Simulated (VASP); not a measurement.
Here is the system:

```xyz
3
Lattice="0.0000 2.6987 2.6987 2.6987 0.0000 2.6987 2.6987 2.6987 0.0000" Properties=species:S:1:pos:R:3 pbc="T T T"
Ce     0.0000     0.0000     0.0000
O      1.3493     1.3493     1.3493
O      4.0480     4.0480     4.0480
```

These are PBEsol GGA, VASP's PBE PAW potentials (set 64) (plane waves; VASP) values and carry that method's errors. Numerical set-up: 600 eV cut-off, 8×8×8 Γ-centred mesh, Gaussian smearing of 0.050 eV, potentials Ce O.

Energy and stress use the plane-wave basis of the starting cell.

### Question
The ions, cell shape and volume at an external pressure of 5.0 GPa are relaxed. Give the cell that the relaxation ends in.

### Answer

```xyz
3
Lattice="0.0000 2.6768 2.6768 2.6768 0.0000 2.6768 2.6768 2.6768 0.0000" Properties=species:S:1:pos:R:3 pbc="T T T"
Ce     0.0000     0.0000     0.0000
O      1.3384     1.3384     1.3384
O      4.0152     4.0152     4.0152
```
Space group Fm-3m (225), at a tolerance of 0.03 Å.

### Question
How do energy and volume change from the first to the last step?

### Answer
The energy (σ→0) changes by +4.8 meV/atom and the volume by -2.4 %, in 3 ionic steps.

The compound is CeO2 in the fluorite structure. This run relaxes it under an external pressure of 5 GPa. Symmetry was kept, so distortions that lower it aren't found. The run is not spin-polarised, so no magnetic state was tried.
